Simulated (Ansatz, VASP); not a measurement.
**Cross-check of BiTe3As between VASP and Ansatz**

One calculation is typed for both programs; each brings its own data sets. How far apart do they land? The cell is taken from a series of runs on this material, whose earlier steps may have relaxed, scaled, displaced or heated it; both programs get it as it stands.

Calculated with Ansatz 0.2.0; plane waves, with VASP 6.6.1 beside it; single point at PBE.

The structure was built from a prototype and need not be the compound's stable phase.

## (1) Set-up

It takes space group R3m (No. 160, trigonal). Conventional cell: a = 4.268 Å, b = 4.268 Å, c = 30.939 Å, α = 90.00°, β = 90.00°, γ = 120.00°. Bi has 6 Te at 3.07 to 3.26 Å nearest. Te has 3 Bi at 3.07 Å nearest. Nearest to Te lie 3 As at 2.88 Å. Te has 3 As at 3.04 Å and 3 Bi at 3.26 Å nearest. Nearest to As lie 6 Te at 2.88 to 3.04 Å. As first built, before any earlier steps moved the atoms (in the runner's words): half of the Bi replaced by As in the R-3m structure of Bi2Te3. Farther neighbours and most contacts between anions are not listed.

## (2) VASP: single point, PBE

A single point gives forces, pressure and levels at one fixed geometry, so differences don't come from the geometry; what else differs is listed under the comparison.

Lines of VASP's logs that name or quote its potential files are left out, and so is its time.

Input file INCAR:

```
SYSTEM = BiTe3As
PREC = Accurate
ENCUT = 400
EDIFF = 1E-06
NELM = 120
ISMEAR = 0
SIGMA = 0.01
LREAL = .FALSE.
ALGO = Normal
GGA = PE
NBANDS = 25
LORBIT = 11
LWAVE = .FALSE.
LCHARG = .FALSE.
ISIF = 2
LASPH = .TRUE.
GGA_COMPAT = .FALSE.
EFERMI = MIDGAP
KPAR = 2
```

Input file POSCAR:

```
BiTe3As
1.0
    2.1339037051      1.2320098786     10.3130946640
   -2.1339037051      1.2320098786     10.3130946640
    0.0000000000     -2.4640197572     10.3130946640
Bi Te As
1 3 1
Direct
    0.3957633606      0.3957633606      0.3957633606
    0.7882086075      0.7882086075      0.7882086075
    0.2204996769      0.2204996769      0.2204996769
    0.9932091120      0.9932091120      0.9932091120
    0.6023192430      0.6023192430      0.6023192430
```

Input file KPOINTS:

```
Automatic mesh
0
Gamma
6 6 6
0 0 0
```

PAW data sets: Bi_d, Te and As (PBE family, release 64).

Command:

```bash
$ mpirun -np 2 vasp_std
```

Numbers of over 12 decimals in the logs are rounded to 6 here.

What it wrote:

```text
[banner, memory and clock lines left out]
running    2 mpi-ranks, on    1 nodes
 distrk:  each k-point on    1 cores,    2 groups
 distr:  one band on    1 cores,    1 groups

 POSCAR found type information on POSCAR BiTeAs
 POSCAR found :  3 types and       5 ions
 LDA part: xc-table for (Slater+PW92), standard interpolation
 POSCAR, INCAR and KPOINTS ok, starting setup
 FFT: planning ... GRIDC
 FFT: planning ... GRID_SOFT
 FFT: planning ... GRID
 WAVECAR not read
 entering main loop
       N       E                     dE             d eps       ncg     rms          rms(c)
DAV:   1     0.251351243005E+03    0.25135E+03   -0.14059E+04  1616   0.110E+03
DAV:   2     0.334450614687E+01   -0.24801E+03   -0.24264E+03  1906   0.277E+02
DAV:   3    -0.180061745455E+02   -0.21351E+02   -0.20963E+02  2012   0.911E+01
DAV:   4    -0.186336014982E+02   -0.62743E+00   -0.62574E+00  2020   0.187E+01
DAV:   5    -0.186520974092E+02   -0.18496E-01   -0.18490E-01  2307   0.287E+00    0.791E+00
DAV:   6    -0.184841217279E+02    0.16798E+00   -0.35447E-01  1968   0.399E+00    0.537E+00
DAV:   7    -0.184933578521E+02   -0.92361E-02   -0.18836E-01  1952   0.201E+00    0.764E-01
DAV:   8    -0.184915109410E+02    0.18469E-02   -0.28985E-02  1832   0.957E-01    0.440E-01
DAV:   9    -0.184916034432E+02   -0.92502E-04   -0.32904E-03  1951   0.347E-01    0.242E-01
DAV:  10    -0.184917766864E+02   -0.17324E-03   -0.55743E-04  1879   0.130E-01    0.733E-02
DAV:  11    -0.184918076122E+02   -0.30926E-04   -0.11869E-04  1872   0.624E-02    0.254E-02
DAV:  12    -0.184918101523E+02   -0.25401E-05   -0.17687E-05  1947   0.236E-02    0.210E-02
DAV:  13    -0.184918110070E+02   -0.85463E-06   -0.58017E-06  1812   0.157E-02
   1 F= -.18491811E+02 E0= -.18491811E+02  d E =-.120639-167
```

From OUTCAR (step 2):

```text
ion  position               nearest neighbor table
   1  0.396  0.396  0.396-   2 3.07   2 3.07   2 3.07   4 3.26   4 3.26   4 3.26
   2  0.788  0.788  0.788-   1 3.07   1 3.07   1 3.07
   3  0.220  0.220  0.220-   5 2.88   5 2.88   5 2.88
   4  0.993  0.993  0.993-   5 3.04   5 3.04   5 3.04   1 3.26   1 3.26   1 3.26
   5  0.602  0.602  0.602-   3 2.88   3 2.88   3 2.88   4 3.04   4 3.04   4 3.04

  LATTYP: Found a trigonal (rhomboedric) cell.
 ALAT       =    10.6033633774
 COS(alpha) =     0.9189986344

 Subroutine GETGRP returns: Found  6 space group operations
 (whereof  6 operations were pure point group operations)

The static configuration has the point symmetry C_3v.

 Found     32 irreducible k-points:

   k-points           NKPTS =     32   k-points in BZ     NKDIM =     32   number of bands    NBANDS=     25

   dimension x,y,z NGX =    70 NGY =   70 NGZ =   70
   dimension x,y,z NGXF=   140 NGYF=  140 NGZF=  140

   ENCUT  =  400.0 eV  29.40 Ry    5.42 a.u.  17.29 17.29 17.29*2*pi/ulx,y,z

   NELECT =      38.0000    total number of electrons

 k-points in reciprocal lattice and weights: Automatic mesh
   0.00000000  0.00000000  0.00000000       0.005
   0.16666667  0.00000000  0.00000000       0.028
   0.33333333  0.00000000  0.00000000       0.028
   0.50000000  0.00000000  0.00000000       0.014
   0.16666667  0.16666667  0.00000000       0.028
   0.33333333  0.16666667  0.00000000       0.056
   0.50000000  0.16666667  0.00000000       0.056
  -0.33333333  0.16666667 -0.00000000       0.056
  -0.16666667  0.16666667  0.00000000       0.028
[...]
-0.33333333  0.50000000  0.33333333       0.028
   0.50000000  0.50000000  0.50000000       0.005

 average (electrostatic) potential at core
       1-105.8431       2 -88.8367       3 -89.0694       4 -88.7549       5 -50.0797

 E-fermi :   5.4880

 k-point     1 :       0.0000    0.0000    0.0000
  band No.  band energies     occupation
    ...
     15       4.1515      2.00000
     16       4.1515      2.00000
     17       4.7326      2.00000
     18       4.7326      2.00000
     19       5.2939      2.00000
     20       5.6821      0.00000
     21       6.2423      0.00000
     22       6.2423      0.00000
     23       7.5495      0.00000
     24       7.6106      0.00000
    ...

 k-point     2 :       0.1667    0.0000    0.0000
  band No.  band energies     occupation
    ...
     15       3.8426      2.00000
     16       4.2207      2.00000
     17       4.3468      2.00000
     18       4.6772      2.00000
     19       5.0216      2.00000
     20       6.5460      0.00000
     21       6.6761      0.00000
     22       6.8320      0.00000
     23       7.6769      0.00000
     24       7.6970      0.00000
    ...

 k-point     3 :       0.3333    0.0000    0.0000
  band No.  band energies     occupation
    ...
     15       3.0254      2.00000
     16       3.1592      2.00000
     17       4.2664      2.00000
     18       4.6913      2.00000
     19       4.7226      2.00000
     20       6.3095      0.00000
     21       6.8654      0.00000
     22       7.1654      0.00000
     23       8.2498      0.00000
     24       8.5242      0.00000
    ...

  Total       -0.0121938     -0.0121938      0.0242060      0.0000000      0.0000000      0.0000000
  in kB       -0.1200934     -0.1200934      0.2383990      0.0000000      0.0000000      0.0000000
  external PRESSURE =      -0.0005959 kB  Pullay stress =       0.0000000 kB

  energy-cutoff  :      400.00
  volume of cell :      162.68
      direct lattice vectors                 reciprocal lattice vectors
     2.133903705  1.232009879 10.313094664     0.234312354  0.135280301  0.032321369
    -2.133903705  1.232009879 10.313094664    -0.234312354  0.135280301  0.032321369
     0.000000000 -2.464019757 10.313094664     0.000000000 -0.270560601  0.032321369

 POSITION                                       TOTAL-FORCE (eV/Angst)
 -----------------------------------------------------------------------------------
      0.00000      0.00000     12.24464         0.000000     -0.000000     -0.008218
      0.00000      0.00000     24.38661         0.000000      0.000000      0.012629
      0.00000      0.00000      6.82210         0.000000      0.000000     -0.014536
      0.00000      0.00000     30.72918         0.000000     -0.000000      0.002030
      0.00000      0.00000     18.63533         0.000000     -0.000000      0.008096
 -----------------------------------------------------------------------------------
    total drift:                               -0.000000      0.000000      0.001451

  FREE ENERGIE OF THE ION-ELECTRON SYSTEM (eV)
  ---------------------------------------------------
  free  energy   TOTEN  =       -18.4918110070 eV

  energy  without entropy=      -18.4918110070  energy(sigma->0) =      -18.49181101

 total charge
# of ion       s       p       d       tot
------------------------------------------
    1        1.595   1.136   9.946  12.677
    2        1.404   1.914   0.022   3.340
    3        1.409   1.861   0.026   3.297
    4        1.392   1.931   0.027   3.350
    5        1.374   1.144   0.048   2.566
--------------------------------------------------
tot          7.174   7.986  10.070  25.230

[... 3 further parts left out ...]
```

The run ends at a pressure of 0.00 GPa, with forces up to 0.015 eV/Å.

## (3) Ansatz: single point, PBE

Ansatz runs on its NC files.

The same cell, functional and mesh now go to Ansatz, which takes its cutoff from its data sets.

Input file input.yaml:

```yaml
crystal:
  lattice:
    - [2.1339037051, 1.2320098786, 10.313094664]
    - [-2.1339037051, 1.2320098786, 10.313094664]
    - [0.0, -2.4640197572, 10.313094664]
  atoms:
    - { symbol: Bi, position: [0.3957633606, 0.3957633606, 0.3957633606] }
    - { symbol: Te, position: [0.7882086075, 0.7882086075, 0.7882086075] }
    - { symbol: Te, position: [0.2204996769, 0.2204996769, 0.2204996769] }
    - { symbol: Te, position: [-0.006790888, -0.006790888, -0.006790888] }
    - { symbol: As, position: [0.602319243, 0.602319243, 0.602319243] }
kpoints:
  mp_grid: { grid: [6, 6, 6] }
scf:
  occupations: { method: fixed }
hamiltonian:
  xc: pbe
  pseudopotentials: { kind: nc }
output:
  optics:
    e_range: [0, 22]
    de: 0.05
    sigma: 0.1
    nscf_kmesh: { grid: [10, 10, 10] }
    bands: { spectra_wanted_up_to: 22 }
```

Command:

```bash
$ ansatz run input.yaml --threads 4 --pin off --max-ram 8192MiB --backend cpu --events-out ev --progress --plain --runs-dir out
```

What it wrote:

```text
basis.fft_grid_basis auto: the FFT boxes are laid along the combinations [[1, 0, -1], [0, 1, -1], [0, 0, 1]] of the cell's own vectors, 4.268, 4.268 and 10.603 Å long. The dense box has 48×48×120 points. Along the cell's own vectors, as sized, it would have 120×120×120, 6.25 times as many. Of the 6 symmetry operations that the crystal satisfies within crystal.symmetry.tolerance (time reversal apart; of a slab, those  [...]
Engine: ansatz 0.2.0, x86_64-unknown-linux-gnu
Pseudopotentials: kind: nc
Pseudopotential: Bi, nc, valence charge 15, recommended cutoff 897.975746 eV (normal), Bi.nc.azcp
Pseudopotential: Te, nc, valence charge 16, recommended cutoff 1120 eV (normal), Te.nc.azcp
Pseudopotential: As, nc, valence charge 15, recommended cutoff 1142.878222 eV (normal), As.nc.azcp
Functional definition: PBE
  parameter kappa = 0.804
  parameter beta = 0.066725
  exchange = pbe_x(kappa = kappa, mu = beta*pi^2/3)
  correlation = pbe_c(beta = beta)
Crystal: 5 atoms, lattice volume = 162.678 Å³
Basis set: ecut = 1142.878222 eV, 14307 PW (Γ), FFT grids on a1−a3, a2−a3, a3
Bands: 47, of which v1, the nominal top of the filled ones, is band 39 counted from 1 (38 counted from 0)
Symmetry: 6 space group operations
Space group: R3m (ITA 160), of the structure as read, at distance tolerance 5.5e-5 Å
k-points: 32 of 216 (time reversal used)
Non-local potential: Bi, projectors of the file, l = 0: 3, l = 1: 3, l = 2: 2, l = 3: 1
Non-local potential: Te, projectors of the file, l = 0: 3, l = 1: 3, l = 2: 2, l = 3: 2
Non-local potential: As, projectors of the file, l = 0: 2, l = 1: 2, l = 2: 2
Initial density: superposition of atomic densities (chi_scale 0.1, normalization cell, long waves kept (reshape's long-wave potential 0.27 eV rms))
Initial wavefunctions: pseudopotential atomic-orbital guess
Functional: x = pbe(κ = 0.804, μ = 0.219515), c = pbe(β = 0.066725)
SCF iter   1: F=—  HF=-14337.273087 eV  |F-HF|=—  |Δ(HF+E_count)|=         —  Δρ=1.90e-2  dr2=2.21e0  ethr=3.10e-3  ⟨swp⟩=12.3  Hψ=8624  notcnv=0  defer=179
preconditioner: auto → Resta (q_TF=auto, 2.414 Å⁻¹)  ε∞=4.2  [insulator: Δε(μ)=0.552 eV  Ē_g=8.560 eV  n_scr=42 (ndim 8)  ℏωp=15.4 eV  f_vac=0.017  ε∞_Penn≈4.2]
SCF iter   2: F=—  HF=-14336.945893 eV  |F-HF|=—  |Δ(HF+E_count)|=   3.27e-1  Δρ=8.60e-3  dr2=1.48e-1  ethr=2.84e-3  ⟨swp⟩=6.1  Hψ=3005  notcnv=0  defer=182
SCF iter   3: F=—  HF=-14336.928290 eV  |F-HF|=—  |Δ(HF+E_count)|=   1.76e-2  Δρ=4.87e-3  dr2=3.41e-2  ethr=1.90e-4  ⟨swp⟩=6.7  Hψ=2786  notcnv=0  defer=189
SCF iter   4: F=—  HF=-14336.930640 eV  |F-HF|=—  |Δ(HF+E_count)|=   2.35e-3  Δρ=1.63e-3  dr2=1.53e-2  ethr=4.38e-5  ⟨swp⟩=7.0  Hψ=3085  notcnv=0  defer=188
SCF iter   5: F=—  HF=-14336.930028 eV  |F-HF|=—  |Δ(HF+E_count)|=   6.12e-4  Δρ=6.10e-4  dr2=2.73e-3  ethr=1.97e-5  ⟨swp⟩=6.4  Hψ=2528  notcnv=0  defer=189
SCF iter   6: F=—  HF=-14336.929951 eV  |F-HF|=—  |Δ(HF+E_count)|=   7.71e-5  Δρ=2.18e-4  dr2=1.55e-4  ethr=3.50e-6  ⟨swp⟩=4.9  Hψ=2527  notcnv=0  defer=189
SCF iter   7: F=—  HF=-14336.930335 eV  |F-HF|=—  |Δ(HF+E_count)|=   3.84e-4  Δρ=6.73e-5  dr2=9.73e-6  ethr=1.99e-7  ⟨swp⟩=4.6  Hψ=3374  notcnv=0  defer=191
SCF iter   8: F=—  HF=-14336.930344 eV  |F-HF|=—  |Δ(HF+E_count)|=   9.00e-6  Δρ=2.23e-5  dr2=1.23e-6  ethr=1.25e-8  ⟨swp⟩=4.3  Hψ=2837  notcnv=0  defer=188
SCF iter   9: F=—  HF=-14336.930346 eV  |F-HF|=—  |Δ(HF+E_count)|=   1.25e-6  Δρ=9.89e-6  dr2=2.37e-7  ethr=1.58e-9  ⟨swp⟩=4.9  Hψ=3570  notcnv=0  defer=191
SCF iter  10: F=-14336.930346 eV  HF=-14336.930346 eV  |F-HF|=1.27e-8  |Δ(HF+E_count)|=   4.30e-8  Δρ=2.66e-6  dr2=1.88e-8  ethr=1.28e-10  ⟨swp⟩=36.8  Hψ=16264  notcnv=0
SCF 1 converged in 10 iterations: F = -14336.930346 eV  dr2 = 1.88e-8
NSCF: frozen V_eff on 116 k-points
NSCF: frozen V_eff on 1 k-points
[...]
output.optics: what the bands over the 124 summed would add to eps1, eps2 and the energy-loss function is held between a lower and an upper bound (13 Lanczos steps). eps1, eps2 and their loss function (loss_summed_bands) are given on every row as the summed bands alone make them. Along an axis, on a row where the two bounds hold the loss function to about 1 % of the greater of itself and 0.5 % of |1/eps|, its cell (loss_completed) is given, with the completed eps1 and eps2 that it is formed of (a cell that is left empty reads nan in the table and null in the record). The two bounds hold it so along every axis on all 441 rows up to 22.000 eV. [rest of the remark cut]
SCF converged after 10 iterations
Free energy (F): -14336.930346 eV
Harris-Foulkes:  -14336.930346 eV  (|F-HF|=1.27e-8)
Internal energy: -14336.930346 eV  (E = F + TS)
E sigma→0 (E₀):  -14336.930346 eV
Fermi energy:    8.603087 eV
--- Per-component energies (eV) ---
  E_band       = -1161.484607
  E_kinetic    = 8426.111327
  E_local      = -10877.654328  (includes V_loc(G=0)·N_el)
  E_nonlocal   = -4451.076397
  E_hartree    = 3908.715464
  E_xc         = -3807.714170
  E_vxc        = -2076.292341  (∫ρ·V_xc dr)
  E_ewald      = -7535.312241
  E_smearing   = -0.000000  (= −TS)
  E_closure    = 0.000000  (closes the sum)
  Σ components = -14336.930346   (vs F -14336.930346, Δ=0.00e0)
--- Band table (eV; the first three rows and the last of 32) ---
  k-point 0: bands = [... 35 lower, 7.4667, 8.0468, 8.0468, 8.6031, 9.0000, 9.5537, 9.5537, 10.8716, ... 4 higher]
  k-point 1: bands = [... 35 lower, 7.5282, 7.6570, 7.9892, 8.3331, 9.8635, 9.9936, 10.1432, 10.9952, ... 4 higher]
  k-point 2: bands = [... 35 lower, 6.4757, 7.5748, 8.0042, 8.0328, 9.6291, 10.1743, 10.4778, 11.5689, ... 4 higher]
  k-point 31: bands = [... 35 lower, 7.5522, 7.8905, 7.8905, 8.2970, 9.4470, 9.8201, 9.8201, 10.6695, ... 4 higher]
```

## (4) Differences

Known differences besides the potentials themselves: fixed occupations in Ansatz, narrow Gaussian smearing in VASP; the data sets hold 78 valence electrons in Ansatz (on its NC files) and 38 in VASP; the cutoff is 1142.88 eV in Ansatz and 400 eV in VASP. Total energies have different zeros and are not compared.

The two programs side by side:

```csv
quantity,Ansatz,VASP,difference
gap on the k mesh (eV),0.397,0.388,+0.009
```

A gap on the mesh is an upper bound, since the band edges may lie between its points; neither run holds spin-orbit coupling, which can move the band edges of a compound of Bi.

## (5) What came out

| Quantity | Value |
| --- | --- |
| difference in gap on the k mesh (single point, PBE) | 0.0088 eV |

**Reading.** The difference in gap on the k mesh is 0.0088 eV (single point, PBE), within the 0.08 eV picked in this series as the mark of a large difference. The data sets hold unlike numbers of valence electrons (78 in Ansatz and 38 in VASP), so part of the differences comes from the potentials. VASP runs on this material, other cells of it included, that failed, so that no pair exists: relaxation of cell and atoms, PBE (timeout). How closely two codes agree says nothing of how well the functional describes the real material.

[Lines on the potential files, build, host, timing and source positions are cut from VASP's logs without a mark.]

[Logs are printed without paths, hosts, clocks, repeated set-up lines and the standing remarks that a program may print on its own settings, such as how far it seeks lower states.]

[Hosts, paths, dates, database ids (printed as entryN), source tags and the programs' standing remarks are cut or masked in the printed files.]
